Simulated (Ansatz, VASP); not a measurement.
## Ta5C (Ta(110), 5 layers, one monolayer of C on longbridge sites) in two plane-wave programs

Aim: how closely do two programs agree when they are given the same cell, functional and k mesh? Of the first pair: The structure shown is the start of the Ansatz relaxation below; VASP solves that cell, so the two are compared at the walk's first step.

Main program and level: Ansatz 0.2.0; plane waves, with VASP 6.6.1 beside it; single point at PBE.

**1. The starting structure**

The cell holds 6 atoms: 5 Ta and 1 C. Cell: a = 2.867 Å, b = 2.867 Å, c = 28.362 Å, α = 90.0°, β = 90.0°, γ = 70.5°. Vacuum lies along c.

**2. Ansatz: relaxation, PBE**

Ansatz runs on its default PAW (the set named soft_2) files.

The two programs are compared at the cell with which this relaxation starts, whose forces are those of its first step.

The input, input.yaml:

```yaml
crystal:
  lattice:
    - [2.3405234457, -1.655, 0.0]
    - [2.3405234457, 1.655, 0.0]
    - [0.0, 0.0, 28.3620937829]
  atoms:
    - { symbol: Ta, position: [0.0, 0.0, 0.2926441208] }
    - { symbol: Ta, position: [0.5, 0.5, 0.3751670637] }
    - { symbol: Ta, position: [0.0, 0.0, 0.4576900066] }
    - { symbol: Ta, position: [0.5, 0.5, 0.5402129495] }
    - { symbol: Ta, position: [0.0, 0.0, 0.6227358924] }
    - { symbol: C, position: [0.5, 0.5, 0.6869077441] }
kpoints:
  mp_grid: { grid: [10, 10, 1] }
hamiltonian:
  xc: pbe
scf:
  occupations: { method: fermi_dirac, width: 0.1 }
  convergence: { dr2_threshold: 1.0e-08 }
efield:
  axis: 3
  dipole_correction: true
  ramp_position: 0.97
  ramp_width: 0.04
relax:
  f_tol: 0.01
  constraints: [{ sites: [0, 1, 2] }]
output:
  write_potential: true
  write_density: true
  volumetric_format: npy
```

Launch:

```sh
ansatz run input.yaml --threads 4 --pin off --max-ram 8192MiB --backend cpu --events-out ev --progress --plain --runs-dir out
```

Numbers of over 12 decimals in the logs are rounded to 6 here.

What it wrote:

```text
Engine: ansatz 0.2.0, x86_64-unknown-linux-gnu
Pseudopotentials: kind: paw
Pseudopotential: Ta, paw, valence charge 13, recommended cutoff 420 eV (normal), Ta.paw.azcp
Pseudopotential: C, paw, valence charge 4, recommended cutoff 420 eV (normal), C.paw.azcp
Functional definition: PBE
  parameter kappa = 0.804
  parameter beta = 0.066725
  exchange = pbe_x(kappa = kappa, mu = beta*pi^2/3)
  correlation = pbe_c(beta = beta)
Crystal: 6 atoms, lattice volume = 219.725 Å³
Basis set: ecut = 420 eV, 4309 PW (Γ), exchange–correlation on 40×40×384 points (8 copies of the dense FFT grid, shifted against one another)
Bands: 42, of which v1, the nominal top of the filled ones, is band 35 counted from 1 (34 counted from 0)
Symmetry: 4 space group operations
Space group: Cmm2 (ITA 35), of the structure as read, at distance tolerance 6.0e-5 Å
k-points: 31 of 100
Non-local potential: Ta, projectors of the file, l = 0: 3, l = 1: 2, l = 2: 2, l = 3: 1
Non-local potential: C, projectors of the file, l = 0: 2, l = 1: 2, l = 2: 1
PAW form: soft (Blöchl's): semilocal exchange-correlation on the pseudo side does not see the compensation charge
PAW one-centre angular grid: Ta, 590 points (default); XC on 64 Gauss nodes
PAW one-centre angular grid: C, 110 points (default); XC on 64 Gauss nodes
Initial density: superposition of atomic densities (neutral atoms: chi_scale 0, normalization atom), corrected by the library's trained network
Initial wavefunctions: pseudopotential atomic-orbital guess
Functional: x = pbe(κ = 0.804, μ = 0.219515), c = pbe(β = 0.066725)
SCF iter   1: F=—  HF=-49907.091361 eV  |F-HF|=—  |Δ(HF+E_count)|=         —  Δρ=1.19e-2  dr2=7.17e0  ethr=1.77e-3  p=-0.121 e·Å  D=-9.94e-2 V/Å  ΔV_dip=2.82 eV  dr2_dipole=4.38e-2  V_vac-E_F(+/−)=7.94/5.12 eV  ⟨swp⟩=8.5  Hψ=6368  notcnv=0
efield: sawtooth ramp at fractional position 0.9700 (set: `efield.ramp_position`, or a place that a band, a saddle search or an elastic batch's reference lends), width 0.0400; the density the first Hamiltonian is built on has a dipole p = -0.121 e·Å; the dipole correction subtracts the counter field D = -9.94e-2 V/Å, which shifts the + side's vacuum level by +2.82 eV against the − side's; the planar-averaged density in the ramp window peaks in size at 1.3e-5 e/Å³
preconditioner: auto → LDOS  [metal: Δε(μ)=0.013 eV  Ē_g=4.360 eV  σ=0.100 eV  W_gap=0.03  n_scr=20 (ndim 8)  ℏωp=13.5 eV  f_vac=0.484  D(μ)=7.50/eV (n_scr^D=50)  β→1.0]
SCF iter   2: F=—  HF=-49906.957219 eV  |F-HF|=—  |Δ(HF+E_count)|=   1.34e-1  Δρ=2.55e-3  dr2=8.43e-2  ethr=1.77e-3  p=-0.099 e·Å  D=-8.17e-2 V/Å  ΔV_dip=2.32 eV  dr2_dipole=2.81e-2  V_vac-E_F(+/−)=7.15/4.84 eV  ⟨swp⟩=2.8  Hψ=1714  notcnv=0  defer=1
SCF iter   3: F=—  HF=-49906.959002 eV  |F-HF|=—  |Δ(HF+E_count)|=   1.78e-3  Δρ=1.46e-3  dr2=2.02e-2  ethr=1.22e-4  p=-0.098 e·Å  D=-8.04e-2 V/Å  ΔV_dip=2.28 eV  dr2_dipole=8.33e-4  V_vac-E_F(+/−)=7.08/4.80 eV  ⟨swp⟩=2.1  Hψ=2064  notcnv=0  defer=2
SCF iter   4: F=—  HF=-49906.957694 eV  |F-HF|=—  |Δ(HF+E_count)|=   1.31e-3  Δρ=3.31e-4  dr2=9.43e-4  ethr=2.92e-5  p=-0.098 e·Å  D=-8.09e-2 V/Å  ΔV_dip=2.29 eV  dr2_dipole=3.29e-4  V_vac-E_F(+/−)=7.09/4.80 eV  ⟨swp⟩=2.1  Hψ=1876  notcnv=0  defer=1
SCF iter   5: F=—  HF=-49906.957654 eV  |F-HF|=—  |Δ(HF+E_count)|=   4.01e-5  Δρ=6.80e-5  dr2=1.58e-5  ethr=1.37e-6  p=-0.098 e·Å  D=-8.07e-2 V/Å  ΔV_dip=2.29 eV  dr2_dipole=4.58e-7  V_vac-E_F(+/−)=7.08/4.79 eV  ⟨swp⟩=2.7  Hψ=1924  notcnv=0  defer=1
SCF iter   6: F=—  HF=-49906.957664 eV  |F-HF|=—  |Δ(HF+E_count)|=   1.03e-5  Δρ=2.25e-5  dr2=9.96e-7  ethr=2.29e-8  p=-0.098 e·Å  D=-8.07e-2 V/Å  ΔV_dip=2.29 eV  dr2_dipole=9.77e-8  V_vac-E_F(+/−)=7.08/4.79 eV  ⟨swp⟩=2.7  Hψ=2318  notcnv=0  defer=1
SCF iter   7: F=—  HF=-49906.957651 eV  |F-HF|=—  |Δ(HF+E_count)|=   1.32e-5  Δρ=6.20e-6  dr2=1.15e-7  ethr=1.44e-9  p=-0.098 e·Å  D=-8.07e-2 V/Å  ΔV_dip=2.29 eV  dr2_dipole=1.14e-8  V_vac-E_F(+/−)=7.08/4.79 eV  ⟨swp⟩=2.6  Hψ=2377  notcnv=0  defer=1
SCF iter   8: F=—  HF=-49906.957651 eV  |F-HF|=—  |Δ(HF+E_count)|=   8.50e-8  Δρ=1.77e-6  dr2=1.35e-8  ethr=1.67e-10  p=-0.098 e·Å  D=-8.07e-2 V/Å  ΔV_dip=2.29 eV  dr2_dipole=7.30e-10  V_vac-E_F(+/−)=7.08/4.79 eV  ⟨swp⟩=2.8  Hψ=2493  notcnv=0  defer=1
SCF iter   9: F=-49906.957651 eV  HF=-49906.957651 eV  |F-HF|=4.85e-9  |Δ(HF+E_count)|=   2.55e-8  Δρ=5.74e-7  dr2=1.70e-9  ethr=1.45e-11  p=-0.098 e·Å  D=-8.07e-2 V/Å  ΔV_dip=2.29 eV  dr2_dipole=1.92e-11  V_vac-E_F(+/−)=7.08/4.79 eV  ⟨swp⟩=11.0  Hψ=9565  notcnv=0
SCF 1 converged in 9 iterations: F = -49906.957651 eV  dr2 = 1.70e-9
  greatest PAW one-centre occupation: 0.999 electrons in one spin orbital (limit 2), on the Ta atom at site 2 (counted from 0), in its partial waves of l = 0
relax step   1: F+E_penalty+E_count = -49906.95765090 eV  Δ(F+E_penalty+E_count) = +0.000e0 eV  max|allowed force component| = 3.389e0 eV/Å  Δτ_max = 0.0000 Å  (9 SCF iters, accepted)
[...]
relax step   6: F+E_penalty+E_count = -49908.95365822 eV  Δ(F+E_penalty+E_count) = -8.235e-5 eV  max|allowed force component| = 5.335e-2 eV/Å  Δτ_max = 0.0206 Å  (7 SCF iters, accepted)
[...]
relax step   7: F+E_penalty+E_count = -49908.95390889 eV  Δ(F+E_penalty+E_count) = -2.507e-4 eV  max|allowed force component| = 1.341e-3 eV/Å  Δτ_max = 0.0093 Å  (7 SCF iters, accepted)
NSCF: frozen V_eff on 31 k-points
the band table was solved once a step of the walk had ended and its energy, with any forces and stress, was formed, with the checks that follow a solve (6501 applications of the Hamiltonian). They found nothing against the state; the energy, forces and stress were not computed again (output.eigenvalues in the input reference)
WARN: The output density's exchange-correlation potential varies sharply where the density is thin. Do not read a vacuum level from v_tot or v_xc, or from such a field of the output density. On a cell that repeats whose density bears no net charge and no dipole along the vacuum's axis use v_es (v_loc + v_h of the components); under efield.dipole_correction with no amplitude use v_es + v_field, which holds any externa [...]
SCF converged after 7 iterations
Free energy (F): -49908.953909 eV
Harris-Foulkes:  -49908.953909 eV  (|F-HF|=3.43e-9)
Internal energy: -49908.767830 eV  (E = F + TS)
E sigma→0 (E₀):  -49908.860869 eV
Entropy (-TS):   -0.186079 eV (-31.013 meV/atom)
Fermi energy:    5.006210 eV
Dipole field:    D = -0.044838 V/Å  (p = -0.054445 e·Å, saw-weighted, corrected)
Work function:   Φ+ = 6.0703 eV   Φ− = 4.7987 eV
Levels:          The Fermi level and band energies are counted from a zero that moves with the ramp; work functions are not
--- Per-component energies (eV) ---
  E_band       = -1421.874160
  E_kinetic    = 1912.952831
  E_local      = -87594.663067  (includes V_loc(G=0)·N_el)
  E_nonlocal   = 103.030033
  E_hartree    = 42902.842405
  E_xc         = -1137.646813
  E_vxc        = -1076.022865  (∫ρ·V_xc dr)
  E_paw        = -42082.067073  (= ΣΔE_a)
  E_vpaw       = -571.106007  (= ΣTr[D̂ρ^β])
  E_aug_tail   = 0.000723  (compensation charges beyond the density's cutoff)
  E_efield     = 0.001221  (sawtooth field / dipole correction)
  E_vefield    = -1.743559  (∫n·V_field dr)
  E_ewald      = 35986.781911
  E_smearing   = -0.186079  (= −TS)
  E_closure    = -0.000000  (closes the sum)
  Σ components = -49908.953909   (vs F -49908.953909, Δ=0.00e0)
--- Forces (eV/Å), atoms counted from 1 ---
  atom   1  Ta     0.00000000     0.00000000     0.42863290
  atom   2  Ta     0.00000000     0.00000000    -0.48829216
  atom   3  Ta     0.00000000     0.00000000     0.05767914
  atom   4  Ta     0.00000000     0.00000000     0.00091944
  atom   5  Ta     0.00000000     0.00000000    -0.00030171
  atom   6  C      0.00000000     0.00000000     0.00134106
  max |Σ_I F_I| component: 2.13e-5 eV/Å
--- Band table (eV; the first three rows and the last of 31) ---
  k-point 0: bands = [... 31 lower, 4.6793, 4.7945, 5.2391, 5.4429, 5.5575, 5.8069, 6.0928, 6.1295, ... 3 higher]
  k-point 1: bands = [... 31 lower, 4.5905, 4.7700, 4.9785, 5.3102, 5.4522, 5.7023, 5.7751, 6.2385, ... 3 higher]
  k-point 2: bands = [... 31 lower, 4.3482, 4.5152, 4.7392, 4.8578, 4.9079, 5.6598, 6.4521, 6.8610, ... 3 higher]
  k-point 30: bands = [... 31 lower, 3.8670, 5.1472, 5.1752, 6.3533, 6.9456, 7.0712, 7.1753, 7.9668, ... 3 higher]
--- Relaxed structure (7 steps of the walk, 7 accepted, 0 SCFs on fresh bases) ---
  F+E_penalty+E_count = -49908.95390889 eV   max|allowed force component| = 1.341e-3 eV/Å
  atoms:
    - { symbol: Ta, position: [0.0, 0.0, 0.2926441208] }
    - { symbol: Ta, position: [0.5, 0.5, 0.375167] }
    - { symbol: Ta, position: [0.0, 0.0, 0.4576900066] }
    - { symbol: Ta, position: [0.5, 0.5, 0.538955] }
    - { symbol: Ta, position: [0.0, 0.0, 0.626395] }
    - { symbol: C, position: [0.5, 0.5, 0.663991] }
```

**3. VASP: single point, PBE, start cell, pair 1**

The same cell, functional, mesh and smearing now go to VASP, with its own data sets.

Lines of VASP's logs that name or quote its potential files are left out, and so is its time.

The input, INCAR:

```
SYSTEM = Ta5C
PREC = Accurate
ENCUT = 520
EDIFF = 1E-06
NELM = 120
ISMEAR = -1
SIGMA = 0.1
LREAL = .FALSE.
ALGO = Normal
GGA = PE
NBANDS = 36
LASPH = .TRUE.
LORBIT = 11
LWAVE = .FALSE.
LCHARG = .FALSE.
ISIF = 2
LDIPOL = .TRUE.
IDIPOL = 3
DIPOL = 0.5 0.5 0.497
LVHAR = .TRUE.
GGA_COMPAT = .FALSE.
NELMDL = -8
KPAR = 2
```

The input, POSCAR:

```
Ta5C
1.0
    2.3405234457     -1.6550000000      0.0000000000
    2.3405234457      1.6550000000      0.0000000000
    0.0000000000      0.0000000000     28.3620937829
Ta C
5 1
Direct
    0.9999999048      0.9999999048      0.2926441208
    0.4999999048      0.4999999048      0.3751670480
    0.9999999048      0.9999999048      0.4576900105
    0.4999999048      0.4999999048      0.5402129376
    0.9999999048      0.9999999048      0.6227359001
    0.4999999048      0.4999999048      0.6869077491
```

The input, KPOINTS:

```
Automatic mesh
0
Gamma
10 10 1
0 0 0
```

Potentials, in the order of the species: Ta_pv and C (PBE family, release 64).

Launch:

```sh
mpirun -np 2 vasp_std
```

What it wrote:

```text
[banner, memory and clock lines left out]
running    2 mpi-ranks, on    1 nodes
 distrk:  each k-point on    1 cores,    2 groups
 distr:  one band on    1 cores,    1 groups

 POSCAR found type information on POSCAR TaC
 POSCAR found :  2 types and       6 ions
 LDA part: xc-table for (Slater+PW92), standard interpolation
 POSCAR, INCAR and KPOINTS ok, starting setup
 FFT: planning ... GRIDC
 FFT: planning ... GRID_SOFT
 FFT: planning ... GRID
 WAVECAR not read
 entering main loop
       N       E                     dE             d eps       ncg     rms          rms(c)
DAV:   1     0.509315098908E+03    0.50932E+03   -0.33005E+04  2736   0.147E+03
DAV:   2    -0.426485036331E+02   -0.55196E+03   -0.54383E+03  2640   0.399E+02
DAV:   3    -0.661631204758E+02   -0.23515E+02   -0.22775E+02  2852   0.718E+01
DAV:   4    -0.671905826980E+02   -0.10275E+01   -0.10079E+01  3092   0.132E+01
DAV:   5    -0.672289667070E+02   -0.38384E-01   -0.38026E-01  3184   0.214E+00
DAV:   6    -0.672302071286E+02   -0.12404E-02   -0.12367E-02  3176   0.353E-01
DAV:   7    -0.672302663927E+02   -0.59264E-04   -0.59163E-04  3168   0.641E-02
DAV:   8    -0.672302698892E+02   -0.34965E-05   -0.34927E-05  2624   0.128E-02    0.293E+01
DAV:   9    -0.202403048560E+03   -0.13517E+03   -0.12540E+03  3696   0.123E+02    0.581E+01
DAV:  10    -0.711711857759E+02    0.13123E+03   -0.19197E+03  3676   0.611E+01    0.263E+01
DAV:  11    -0.686771980620E+02    0.24940E+01   -0.36997E+02  2972   0.525E+01    0.165E+01
DAV:  12    -0.828719886951E+02   -0.14195E+02   -0.27644E+02  3216   0.374E+01    0.184E+01
DAV:  13    -0.651454151072E+02    0.17727E+02   -0.76739E+01  2952   0.248E+01    0.108E+01
DAV:  14    -0.634312906281E+02    0.17141E+01   -0.17813E+01  3056   0.149E+01    0.725E+00
[...]
DAV:  35    -0.630672348578E+02   -0.47351E-04   -0.58181E-05  2744   0.255E-02    0.169E-02
DAV:  36    -0.630672544249E+02   -0.19567E-04   -0.22887E-05  2016   0.163E-02    0.786E-03
DAV:  37    -0.630672676961E+02   -0.13271E-04   -0.56653E-06  2148   0.633E-03    0.523E-03
DAV:  38    -0.630672821039E+02   -0.14408E-04   -0.38081E-06  1760   0.664E-03    0.425E-03
DAV:  39    -0.630672881905E+02   -0.60866E-05   -0.11903E-06  1612   0.433E-03    0.249E-03
DAV:  40    -0.630672912596E+02   -0.30691E-05   -0.37339E-07  1404   0.224E-03    0.152E-03
DAV:  41    -0.630672933985E+02   -0.21389E-05   -0.41055E-07  1400   0.248E-03    0.881E-04
DAV:  42    -0.630672940171E+02   -0.61867E-06   -0.12342E-07  1324   0.125E-03
   1 F= -.63067294E+02 E0= -.62950792E+02  d E =-.233005E+00
```

Parts of OUTCAR (step 3):

```text
ion  position               nearest neighbor table
   1  1.000  1.000  0.293-   2 2.87   2 2.87   2 3.31   2 3.31
   2  0.500  0.500  0.375-   1 2.87   1 2.87   3 2.87   3 2.87   1 3.31   1 3.31   3 3.31   3 3.31

  LATTYP: Found a base centered orthorhombic cell.
 ALAT       =     3.3100000000
 B/A-ratio  =     1.4142135624
 C/A-ratio  =     8.5686083936

 Subroutine GETGRP returns: Found  4 space group operations
 (whereof  4 operations were pure point group operations)

The static configuration has the point symmetry C_2v.

 Found     31 irreducible k-points:

   k-points           NKPTS =     31   k-points in BZ     NKDIM =     31   number of bands    NBANDS=     36

   dimension x,y,z NGX =    24 NGY =   24 NGZ =  216
   dimension x,y,z NGXF=    48 NGYF=   48 NGZF=  432

   ENCUT  =  520.0 eV  38.22 Ry    6.18 a.u.   5.33  5.33 52.73*2*pi/ulx,y,z

   NELECT =      59.0000    total number of electrons

 k-points in reciprocal lattice and weights: Automatic mesh
   0.00000000  0.00000000  0.00000000       0.010
   0.10000000 -0.00000000  0.00000000       0.040
   0.20000000 -0.00000000  0.00000000       0.040
   0.30000000  0.00000000  0.00000000       0.040
   0.40000000 -0.00000000  0.00000000       0.040
   0.50000000 -0.00000000  0.00000000       0.020
   0.10000000  0.10000000  0.00000000       0.020
   0.20000000  0.10000000  0.00000000       0.040
   0.30000000  0.10000000  0.00000000       0.040
[...]
-0.40000000  0.40000000  0.00000000       0.020
   0.50000000  0.50000000  0.00000000       0.010

 dipolmoment           0.000000      0.000000      0.097844 electrons x Angstroem

 average (electrostatic) potential at core
       1 -43.2095       2 -42.8151       3 -42.7299       4 -42.7535       5 -43.0840
       6 -56.1932

 E-fermi :  -0.7700

 k-point     1 :       0.0000    0.0000    0.0000
  band No.  band energies     occupation
    ...
     23      -1.9304      1.99998
     24      -1.4174      1.99692
     25      -1.1696      1.96388
     26      -0.8706      1.46418
     27      -0.8221      1.25444
     28      -0.6162      0.35355
     29      -0.3735      0.03722
     30      -0.2822      0.01510
     31      -0.1194      0.00298
     32      -0.1123      0.00278
    ...

 k-point     2 :       0.1000   -0.0000    0.0000
  band No.  band energies     occupation
    ...
     24      -1.4488      1.99775
     25      -1.3214      1.99197
     26      -1.0887      1.92067
     27      -0.9269      1.65515
     28      -0.8504      1.38154
     29      -0.5561      0.21058
     30      -0.3911      0.04423
     31      -0.2119      0.00750
     32      -0.0687      0.00180
     33       0.1024      0.00033
    ...

 k-point     3 :       0.2000   -0.0000    0.0000
  band No.  band energies     occupation
    ...
     27      -1.3210      1.99193
     28      -1.1639      1.96180
     29      -0.9416      1.69510
     30      -0.8493      1.37677
     31      -0.7829      1.06444
     32      -0.1987      0.00658
     33       0.6749      0.00000
     34       1.3926      0.00000
     35       1.8619      0.00000
     36       2.1895      0.00000

  Total       -2.7740230     -4.3905098     -6.7489412      0.0000000      0.0000000      0.0000000
  in kB      -20.2274605    -32.0144651    -49.2115394      0.0000000      0.0000000      0.0000000
  external PRESSURE =     -33.8178217 kB  Pullay stress =       0.0000000 kB

  energy-cutoff  :      520.00
  volume of cell :      219.72
      direct lattice vectors                 reciprocal lattice vectors
     2.340523446 -1.655000000  0.000000000     0.213627426 -0.302114804  0.000000000
     2.340523446  1.655000000  0.000000000     0.213627426  0.302114804  0.000000000
     0.000000000  0.000000000 28.362093783     0.000000000  0.000000000  0.035258328

 POSITION                                       TOTAL-FORCE (eV/Angst)
 -----------------------------------------------------------------------------------
      4.68105      0.00000      8.30000        -0.000000      0.000000      0.415915
      2.34052      0.00000     10.64052        -0.000000      0.000000     -0.463861
      4.68105      0.00000     12.98105         0.000000      0.000000     -0.072883
      2.34052      0.00000     15.32157         0.000000      0.000000      0.122266
      4.68105      0.00000     17.66209         0.000000      0.000000      3.370623
      2.34052      0.00000     19.48214         0.000000      0.000000     -3.372059
 -----------------------------------------------------------------------------------
    total drift:                                0.000701      0.000000      0.000300

  FREE ENERGIE OF THE ION-ELECTRON SYSTEM (eV)
  ---------------------------------------------------
  free  energy   TOTEN  =       -63.0672940171 eV

  energy  without entropy=      -62.8342890075  energy(sigma->0) =      -62.95079151

 vacuum level on the upper side and lower side of the slab         6.308         4.022

 total charge
# of ion       s       p       d       tot
------------------------------------------
    1        0.375   6.091   2.353   8.819
    2        0.369   6.172   2.366   8.907
    3        0.370   6.173   2.376   8.919
    4        0.368   6.177   2.368   8.913
    5        0.346   6.156   2.313   8.815
    6        1.012   1.024   0.000   2.035
--------------------------------------------------
tot          2.838  31.792  11.777  46.407

[... 3 further parts left out ...]
```

**4. Comparison**

Known differences besides the potentials themselves: the data sets hold 69 valence electrons in Ansatz (on its default PAW (the set named soft_2) files) and 59 in VASP; the cutoff is 420 eV in Ansatz and 520 eV in VASP. Total energies have different zeros and are not compared.

Forces (eV/Å; atoms numbered as in POSCAR):

```
atom        Ansatz x, y, z          VASP x, y, z
 Ta1   0.000, 0.000, 0.417   0.000, 0.000, 0.416
 Ta2  0.000, 0.000, -0.457  0.000, 0.000, -0.464
 Ta3  0.000, 0.000, -0.074  0.000, 0.000, -0.073
 Ta4   0.000, 0.000, 0.119   0.000, 0.000, 0.122
 Ta5   0.000, 0.000, 3.383   0.000, 0.000, 3.371
  C6  0.000, 0.000, -3.389  0.000, 0.000, -3.372
```

The forces differ by 5.3 meV/Å r.m.s., which is 0.5 % of the r.m.s. force of 1.134 eV/Å (both taken over all components). With vacuum in the cell, a pressure given here is an average over mostly empty space and none of the material.

[end of part 1 of 2]

[Lines on the potential files, build, host, timing and source positions are cut from VASP's logs without a mark.]

[Logs are printed without paths, hosts, clocks, repeated set-up lines and the standing remarks that a program may print on its own settings, such as how far it seeks lower states.]

[Hosts, paths, dates, database ids (printed as entryN), source tags and the programs' standing remarks are cut or masked in the printed files.]
